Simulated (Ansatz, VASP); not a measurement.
**KH99CO51: VASP beside Ansatz**

Aim: how closely do two programs agree when they are given the same cell, functional and k mesh? Of the first pair: The structure shown is the start of the Ansatz relaxation below; VASP solves that cell, so the two are compared at the walk's first step.

Calculated with Ansatz 0.2.0; plane waves, with VASP 6.6.1 beside it; single point at PBE with D3(BJ).

**1. The starting structure**

The cell holds 152 atoms: 51 O, 1 C, 99 H and 1 K. Cell: a = 11.521 Å, b = 11.521 Å, c = 11.521 Å, α = 90.0°, β = 90.0°, γ = 90.0°.

**2. Ansatz: relaxation, PBE with D3(BJ)**

Ansatz runs on its default PAW (the set named soft_2) files.

The two programs are compared at the cell with which this relaxation starts, whose forces are those of its first step.

The input, input.yaml:

```yaml
crystal:
  lattice:
    - [11.52054, 0.0, 0.0]
    - [0.0, 11.52054, 0.0]
    - [0.0, 0.0, 11.52054]
  atoms:
    - { symbol: O, position: [0.48777, 0.03022, 0.12805] }
    - { symbol: C, position: [0.52463, 0.9512, 0.05967] }
    - { symbol: O, position: [0.61623, 0.93447, 0.00431] }
    - { symbol: H, position: [0.44929, 0.89038, 0.03532] }
    - { symbol: O, position: [0.82298, 0.58953, 0.9846] }
    - { symbol: H, position: [0.77254, 0.53348, 0.02759] }
    - { symbol: H, position: [0.80529, 0.58516, 0.89973] }
    - { symbol: O, position: [0.29783, 0.55328, 0.87874] }
    - { symbol: H, position: [0.21734, 0.52568, 0.86157] }
    - { symbol: H, position: [0.32677, 0.60115, 0.81237] }
    - { symbol: O, position: [0.16932, 0.45058, 0.37577] }
    - { symbol: H, position: [0.16944, 0.37042, 0.34247] }
    - { symbol: H, position: [0.1029, 0.49558, 0.34263] }
    - { symbol: O, position: [0.75736, 0.11093, 0.98978] }
    - { symbol: H, position: [0.83828, 0.08537, 0.00802] }
    - { symbol: H, position: [0.70193, 0.04666, 0.00798] }
    - { symbol: O, position: [0.3968, 0.25393, 0.76421] }
    - { symbol: H, position: [0.42382, 0.17256, 0.75069] }
    - { symbol: H, position: [0.31545, 0.25274, 0.79448] }
    - { symbol: O, position: [0.43365, 0.81428, 0.33978] }
    - { symbol: H, position: [0.46248, 0.89457, 0.35581] }
    - { symbol: H, position: [0.50072, 0.7592, 0.33838] }
    - { symbol: O, position: [0.35383, 0.49774, 0.13097] }
    - { symbol: H, position: [0.33166, 0.48327, 0.0483] }
    - { symbol: H, position: [0.29304, 0.54659, 0.16909] }
    - { symbol: O, position: [0.06469, 0.10351, 0.84338] }
    - { symbol: H, position: [0.14434, 0.13396, 0.85959] }
    - { symbol: H, position: [0.0071, 0.16811, 0.8501] }
    - { symbol: O, position: [0.73925, 0.57164, 0.74851] }
    - { symbol: H, position: [0.78722, 0.54789, 0.68018] }
[... 116 atom lines left out ...]
    - { symbol: H, position: [0.3459, 0.77991, 0.67517] }
    - { symbol: H, position: [0.45577, 0.79003, 0.76416] }
    - { symbol: O, position: [0.28638, 0.87982, 0.58612] }
    - { symbol: H, position: [0.26455, 0.9596, 0.55982] }
    - { symbol: H, position: [0.23211, 0.8219, 0.55099] }
    - { symbol: K, position: [0.40337, 0.24715, 0.48389] }
kpoints:
  mp_grid: { grid: [1, 1, 1] }
hamiltonian:
  xc: pbe
  dispersion: d3bj
scf:
  occupations: { method: fixed }
output:
  forces: true
relax:
  f_tol: 0.03
  max_steps: 200
```

Run with:

```console
$ ansatz run input.yaml --threads 4 --pin off --max-ram 8192MiB --backend cpu --events-out ev --progress --plain --runs-dir out
```

Numbers of over 12 decimals in the logs are rounded to 6 here.

The program printed:

```text
Engine: ansatz 0.2.0, x86_64-unknown-linux-gnu
Pseudopotentials: kind: paw
Pseudopotential: O, paw, valence charge 6, recommended cutoff 420 eV (normal), O.paw.azcp
Pseudopotential: C, paw, valence charge 4, recommended cutoff 420 eV (normal), C.paw.azcp
Pseudopotential: H, paw, valence charge 1, recommended cutoff 420 eV (normal), H.paw.azcp
Pseudopotential: K, paw, valence charge 9, recommended cutoff 420 eV (normal), K.paw.azcp
Functional definition: PBE
  parameter kappa = 0.804
  parameter beta = 0.066725
  exchange = pbe_x(kappa = kappa, mu = beta*pi^2/3)
  correlation = pbe_c(beta = beta)
Crystal: 152 atoms, lattice volume = 1529.039 Å³
Basis set: ecut = 420 eV, 29855 PW (Γ), exchange–correlation on 160×160×160 points (8 copies of the dense FFT grid, shifted against one another)
Bands: 361, of which v1, the nominal top of the filled ones, is band 209 counted from 1 (208 counted from 0)
Symmetry: 1 space group operations
Space group: P1 (ITA 1), of the structure as read, at distance tolerance 1.2e-4 Å
k-points: 1
Non-local potential: O, projectors of the file, l = 0: 2, l = 1: 2, l = 2: 1
Non-local potential: C, projectors of the file, l = 0: 2, l = 1: 2, l = 2: 1
Non-local potential: H, projectors of the file, l = 0: 2, l = 1: 1
Non-local potential: K, projectors of the file, l = 0: 3, l = 1: 2, l = 2: 2
PAW form: soft (Blöchl's): semilocal exchange-correlation on the pseudo side does not see the compensation charge
PAW one-centre angular grid: O, 110 points (default); XC on 64 Gauss nodes
PAW one-centre angular grid: C, 110 points (default); XC on 64 Gauss nodes
PAW one-centre angular grid: H, 110 points (default); XC on 64 Gauss nodes
PAW one-centre angular grid: K, 110 points (default); XC on 64 Gauss nodes
Initial density: superposition of atomic densities (neutral atoms: chi_scale 0, normalization atom), corrected by the library's trained network
Initial wavefunctions: pseudopotential atomic-orbital guess
Functional: x = pbe(κ = 0.804, μ = 0.219515), c = pbe(β = 0.066725)
SCF iter   1: F=—  HF=-32324.493804 eV  |F-HF|=—  |Δ(HF+E_count)|=         —  Δρ=3.18e-3  dr2=2.28e-1  ethr=1.77e-3  ⟨swp⟩=5.0  Hψ=1144  notcnv=0  defer=150
preconditioner: auto → Resta (q_TF=auto, 2.198 Å⁻¹)  ε∞=2.2  [insulator: Δε(μ)=4.309 eV  Ē_g=17.868 eV  n_scr=256 (ndim 8)  ℏωp=19.4 eV  f_vac=0.270  ε∞_Penn≈2.2]
SCF iter   2: F=—  HF=-32324.384216 eV  |F-HF|=—  |Δ(HF+E_count)|=   1.10e-1  Δρ=1.51e-3  dr2=4.21e-2  ethr=5.46e-5  ⟨swp⟩=3.0  Hψ=526  notcnv=0  defer=150
SCF iter   3: F=—  HF=-32324.355236 eV  |F-HF|=—  |Δ(HF+E_count)|=   2.90e-2  Δρ=6.43e-4  dr2=1.03e-2  ethr=1.01e-5  ⟨swp⟩=3.0  Hψ=428  notcnv=0  defer=60
automatic band count: iteration 3 solves 271 bands in place of 361: the levels show a gap, and the empty bands left out lie too high to hold charge; the band table lists the bands solved (type scf.n_extra_bands for more)
SCF iter   4: F=—  HF=-32324.351573 eV  |F-HF|=—  |Δ(HF+E_count)|=   3.66e-3  Δρ=2.52e-4  dr2=1.07e-3  ethr=2.45e-6  ⟨swp⟩=2.0  Hψ=480  notcnv=0  defer=60
SCF iter   5: F=—  HF=-32324.351493 eV  |F-HF|=—  |Δ(HF+E_count)|=   8.04e-5  Δρ=1.02e-4  dr2=1.49e-4  ethr=2.56e-7  ⟨swp⟩=2.0  Hψ=427  notcnv=0  defer=60
SCF iter   6: F=—  HF=-32324.351477 eV  |F-HF|=—  |Δ(HF+E_count)|=   1.59e-5  Δρ=5.14e-5  dr2=3.25e-5  ethr=3.57e-8  ⟨swp⟩=3.0  Hψ=473  notcnv=0  defer=60
SCF iter   7: F=-32324.351471 eV  HF=-32324.351472 eV  |F-HF|=1.04e-6  |Δ(HF+E_count)|=   4.71e-6  Δρ=1.63e-5  dr2=3.47e-6  ethr=5.38e-9  ⟨swp⟩=5.0  Hψ=984  notcnv=0
SCF 1 converged in 7 iterations: F = -32324.351471 eV  dr2 = 3.47e-6
  greatest PAW one-centre occupation: 0.987 electrons in one spin orbital (limit 2), on the K atom at site 151 (counted from 0), in its partial waves of l = 0
relax step   1: F+E_penalty+E_count = -32324.35147094 eV  Δ(F+E_penalty+E_count) = +0.000e0 eV  max|allowed force component| = 4.163e0 eV/Å  Δτ_max = 0.0000 Å  (7 SCF iters, dr2 threshold 2.25e-5 eV, accepted)
Initial density: handed on by an earlier stage of this run
Initial wavefunctions: those handed on with the density
iter 1 solved again at ethr=4.39e-4 eV; its pass at ethr=3.10e-3 eV (dr2=1.84e0 eV) is discarded
SCF iter   1: F=—  HF=-32328.576178 eV  |F-HF|=—  |Δ(HF+E_count)|=         —  Δρ=1.80e-2  dr2=1.85e0  ethr=4.39e-4  ⟨swp⟩=1.0  Hψ=1053  notcnv=0  defer=60
automatic band count: iteration 1 solves 271 bands in place of 361: the levels show a gap, and the empty bands left out lie too high to hold charge; the band table lists the bands solved (type scf.n_extra_bands for more)
preconditioner: auto → Resta (q_TF=auto, 2.198 Å⁻¹)  ε∞=2.5  [insulator: Δε(μ)=4.422 eV  Ē_g=15.688 eV  n_scr=256 (ndim 8)  ℏωp=19.4 eV  f_vac=0.278  ε∞_Penn≈2.5]
SCF iter   2: F=—  HF=-32328.384922 eV  |F-HF|=—  |Δ(HF+E_count)|=   1.91e-1  Δρ=8.86e-3  dr2=4.14e-1  ethr=4.39e-4  ⟨swp⟩=2.0  Hψ=376  notcnv=0  defer=60
[...]
- { symbol: H, position: [0.830417, 0.179509, 0.462041] }
    - { symbol: O, position: [0.808311, 0.481532, 0.506600] }
    - { symbol: H, position: [0.847070, 0.515307, 0.438331] }
    - { symbol: H, position: [0.815170, 0.396041, 0.498347] }
    - { symbol: O, position: [0.0079488, 0.575780, 0.095889] }
    - { symbol: H, position: [0.066208, 0.631762, 0.062682] }
    - { symbol: H, position: [0.948389, 0.571130, 0.033958] }
    - { symbol: O, position: [0.610042, 0.131136, 0.832233] }
    - { symbol: H, position: [0.652036, 0.101197, 0.900852] }
    - { symbol: H, position: [0.579122, 0.066685, 0.786002] }
    - { symbol: O, position: [0.379735, 0.501464, 0.553330] }
    - { symbol: H, position: [0.393248, 0.567984, 0.606729] }
    - { symbol: H, position: [0.298384, 0.514099, 0.528135] }
    - { symbol: O, position: [0.225546, 0.761317, 0.214289] }
    - { symbol: H, position: [0.219228, 0.741908, 0.130073] }
    - { symbol: H, position: [0.308436, 0.767786, 0.238442] }
    - { symbol: O, position: [0.135704, 0.150010, 0.567313] }
    - { symbol: H, position: [0.137324, 0.079982, 0.518278] }
    - { symbol: H, position: [0.103619, 0.211482, 0.516598] }
    - { symbol: O, position: [0.164915, 0.716966, 0.995702] }
    - { symbol: H, position: [0.212061, 0.665538, 0.942631] }
    - { symbol: H, position: [0.123674, 0.771059, 0.941891] }
    - { symbol: O, position: [0.648160, 0.664028, 0.285603] }
    - { symbol: H, position: [0.620441, 0.602530, 0.340507] }
    - { symbol: H, position: [0.647873, 0.622459, 0.209332] }
    - { symbol: O, position: [0.663490, 0.529117, 0.091009] }
    - { symbol: H, position: [0.594356, 0.535692, 0.037376] }
    - { symbol: H, position: [0.670024, 0.445737, 0.113746] }
    - { symbol: O, position: [0.922248, 0.268536, 0.241232] }
    - { symbol: H, position: [0.917177, 0.188003, 0.271047] }
    - { symbol: H, position: [0.840887, 0.291051, 0.225946] }
    - { symbol: O, position: [0.557861, 0.255709, 0.449970] }
    - { symbol: H, position: [0.526551, 0.228761, 0.374584] }
    - { symbol: H, position: [0.563736, 0.340721, 0.437341] }
    - { symbol: O, position: [0.761538, 0.272211, 0.725913] }
    - { symbol: H, position: [0.716337, 0.207866, 0.761769] }
[...]
- { symbol: O, position: [0.231016, 0.230903, 0.956726] }
[...]
- { symbol: O, position: [0.738239, 0.952909, 0.605437] }
[...]
- { symbol: O, position: [0.580713, 0.420517, 0.735076] }
[...]
- { symbol: O, position: [0.146886, 0.981440, 0.204156] }
[...]
- { symbol: O, position: [0.888312, 0.611330, 0.308696] }
[...]
- { symbol: O, position: [0.739275, 0.902900, 0.381157] }
[...]
- { symbol: O, position: [0.119968, 0.953328, 0.432865] }
[...]
- { symbol: O, position: [0.904858, 0.071495, 0.375442] }
[...]
- { symbol: O, position: [0.031272, 0.832340, 0.841147] }
[...]
- { symbol: O, position: [0.460656, 0.258692, 0.234420] }
[...]
- { symbol: O, position: [0.537294, -0.00361458, 0.299841] }
[...]
- { symbol: O, position: [0.494955, 0.037070, 0.636909] }
[...]
- { symbol: O, position: [0.154585, 0.431435, 0.741614] }
[...]
- { symbol: O, position: [0.963613, 1.028911, 0.704209] }
[...]
- { symbol: O, position: [0.333896, 0.095857, 0.115308] }
[...]
- { symbol: O, position: [0.940583, 1.007798, 0.082757] }
[...]
- { symbol: O, position: [0.578455, 0.494360, 0.430793] }
    - { symbol: H, position: [0.507543, 0.505880, 0.479657] }
    - { symbol: H, position: [0.648743, 0.495301, 0.479908] }
    - { symbol: O, position: [0.513317, 0.558986, 0.926896] }
    - { symbol: H, position: [0.544077, 0.510859, 0.863533] }
    - { symbol: H, position: [0.428104, 0.556820, 0.915424] }
    - { symbol: O, position: [0.400660, 0.699344, 0.683995] }
    - { symbol: H, position: [0.366993, 0.759938, 0.632979] }
    - { symbol: H, position: [0.482073, 0.725466, 0.697567] }
    - { symbol: O, position: [0.344725, 0.869656, 0.527629] }
    - { symbol: H, position: [0.269380, 0.901046, 0.502636] }
    - { symbol: H, position: [0.378777, 0.835095, 0.456286] }
    - { symbol: K, position: [0.360958, 0.249593, 0.599078] }
```

**3. VASP: single point, PBE with D3(BJ), start cell, pair 1**

The same cell, functional and mesh now go to VASP, with its own data sets.

Lines of VASP's logs that name or quote its potential files are left out, and so is its time.

The input, INCAR:

```
SYSTEM = KH99CO51
PREC = Accurate
ENCUT = 520
EDIFF = 1E-06
NELM = 120
ISMEAR = 0
SIGMA = 0.01
LREAL = Auto
ALGO = Normal
GGA = PE
IVDW = 12
NBANDS = 315
LORBIT = 11
LWAVE = .FALSE.
LCHARG = .FALSE.
ISIF = 2
LASPH = .TRUE.
GGA_COMPAT = .FALSE.
EFERMI = MIDGAP
```

The input, POSCAR:

```
KH99CO51
1.0
   11.5205400000      0.0000000000      0.0000000000
    0.0000000000     11.5205400000      0.0000000000
    0.0000000000      0.0000000000     11.5205400000
O C H K
51 1 99 1
Direct
    0.4877722746      0.0302242777      0.1280495532
    0.6162297948      0.9344700856      0.0043140339
    0.8229822560      0.5895296575      0.9845979442
    0.2978332613      0.5532813566      0.8787435311
    0.1693236602      0.4505778375      0.3757723162
    0.7573603321      0.1109323000      0.9897799930
    0.3968043165      0.2539290693      0.7642089694
    0.4336515476      0.8142760669      0.3397757397
    0.3538289004      0.4977370852      0.1309660832
    0.0646931481      0.1035107729      0.8433806054
    0.7392535419      0.5716398710      0.7485065804
    0.6165509603      0.8110296913      0.8136424161
    0.8033303994      0.8129132836      0.9723415743
    0.1029378831      0.7542181182      0.4380003021
    0.1223900963      0.2242429608      0.2845179132
    0.8129132836      0.2540158708      0.4903415986
    0.9032823114      0.4768092468      0.5645568697
    0.0296427077      0.6012391780      0.0880774686
    0.5740963531      0.0860723542      0.8258119845
    0.3586637432      0.4933709705      0.5084917894
    0.2390686548      0.7556677031      0.2272896930
    0.1867881193      0.2036710085      0.5653728037
    0.1986191619      0.7371442658      0.9925316001
    0.7011476893      0.6210385971      0.2949601321
    0.6521135294      0.4629383692      0.1294383770
    0.8963468726      0.3021299349      0.2097991934
    0.6055271715      0.3588981072      0.3855895644
    0.7498780439      0.2415338170      0.7068158263
    0.2280969468      0.2313433224      0.9357287072
    0.7310160808      0.8973016890      0.6245974581
[... 116 atom lines left out ...]
    0.4696568043      0.5926805514      0.9232813740
    0.3459039246      0.7799113583      0.6751680043
    0.4557685664      0.7900324117      0.7641568885
    0.2645535713      0.9595991160      0.5598175086
    0.2321071755      0.8218972375      0.5509897974
    0.4033665089      0.2471498732      0.4838922481
```

The input, KPOINTS:

```
Automatic mesh
0
Gamma
1 1 1
0 0 0
```

The projector-augmented-wave data sets are O, C, H and K_sv (PBE family, release 64).

Run with:

```console
$ export OMP_NUM_THREADS=3
$ mpirun -np 1 vasp_gam
```

The program printed:

```text
[banner, memory and clock lines left out]
running    1 mpi-ranks, on    1 nodes
[...]
Offloading initialized ...    1 GPUs detected
[...]
LDA part: xc-table for (Slater+PW92), standard interpolation
 POSCAR, INCAR and KPOINTS ok, starting setup
[...]
entering main loop
       N       E                     dE             d eps       ncg     rms          rms(c)
DAV:   1     0.333090897259E+04    0.33309E+04   -0.22959E+05   662   0.124E+03
DAV:   2    -0.461195062356E+03   -0.37921E+04   -0.36211E+04   785   0.312E+02
DAV:   3    -0.810634204716E+03   -0.34944E+03   -0.34661E+03   796   0.977E+01
DAV:   4    -0.816817252586E+03   -0.61830E+01   -0.61627E+01   756   0.143E+01
[...]
DAV:  18    -0.744396760906E+03    0.46236E-05   -0.23258E-05   724   0.109E-02    0.568E-03
DAV:  19    -0.744396758876E+03    0.20301E-05   -0.33074E-06   692   0.654E-03    0.311E-03
DAV:  20    -0.744396758211E+03    0.66535E-06   -0.18536E-06   556   0.549E-03
   1 F= -.74992925E+03 E0= -.74992925E+03  d E =0.000000E+00
```

From OUTCAR (step 3):

```text
  FREE ENERGIE OF THE ION-ELECTRON SYSTEM (eV)
  ---------------------------------------------------
  free  energy   TOTEN  =      -749.9292522788 eV

  energy  without entropy=     -749.9292522788  energy(sigma->0) =     -749.92925228
```

The run ends at a pressure of -2.29 GPa, with forces up to 4.5 eV/Å.

**4. Differences**

Known differences besides the potentials themselves: fixed occupations in Ansatz, narrow Gaussian smearing in VASP; the cutoff is 420 eV in Ansatz and 520 eV in VASP (PREC = Accurate, projectors in real space). Total energies have different zeros and are not compared.

Forces on 8 of the 152 atoms, those with the largest forces and the largest differences (eV/Å; atoms numbered as in POSCAR):

| atom | Ansatz x, y, z | VASP x, y, z |
| --- | --- | --- |
| O1 | 2.229, -0.529, -0.474 | 2.125, -0.335, -0.310 |
| O2 | 0.448, 0.795, 1.023 | 0.739, 0.732, 0.840 |
| C52 | -4.162, -0.953, -0.185 | -4.355, -1.080, -0.163 |
| H79 | -0.563, 1.390, 0.790 | -0.504, 1.345, 0.747 |
| H87 | 0.199, 1.662, -0.082 | 0.197, 1.579, -0.098 |
| H128 | 1.473, 0.459, 0.407 | 1.403, 0.411, 0.385 |
| H137 | -0.813, 1.258, -0.527 | -0.784, 1.190, -0.495 |
| H150 | -0.604, -1.528, -0.009 | -0.602, -1.447, -0.016 |

The forces differ by 50 meV/Å r.m.s., which is 9.1 % of the r.m.s. force of 0.549 eV/Å (both taken over all components).

(Continued in part 2 of 2.)

[Lines on the potential files, build, host, timing and source positions are cut from VASP's logs without a mark.]

[Logs are printed without paths, hosts, clocks, repeated set-up lines and the standing remarks that a program may print on its own settings, such as how far it seeks lower states.]

[Hosts, paths, dates, database ids (printed as entryN), source tags and the programs' standing remarks are cut or masked in the printed files.]
